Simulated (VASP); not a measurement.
Here is the system:

```xyz
2
Lattice="2.6970 0.0000 0.0000 0.0000 2.6970 0.0000 0.0000 0.0000 3.7068" Properties=species:S:1:pos:R:3 pbc="T T T"
Fe     0.0000     0.0000     0.0000
Pt     1.3485     1.3485     1.8534
```
Starting moments (μB, in the order of the record's atoms Fe Pt): 3.2 0.3.

The numbers are results of SCAN meta-GGA, VASP's PBE PAW potentials (set 64) (plane waves; VASP 6.6.1), not measurements. Numerical set-up: 520 eV cut-off, 15×15×11 Γ-centred mesh, tetrahedra with Blöchl corrections, potentials Fe Pt.

Task: The job: FePt (L1_0), 2 atoms, SCAN, static run, 520 eV, 15×15×11 Γ-centred mesh. Roughly how much core time does it take on a busy server core?

Result: About 9 core-minutes (one run on a shared machine, a rough figure). It had 216 irreducible k-points, 15 bands, up to 746 plane waves and 23 electronic steps.

The compound is FePt in the L1_0 structure. It was relaxed first. The spin order is the one that the start imposed; others were not tried in this run.
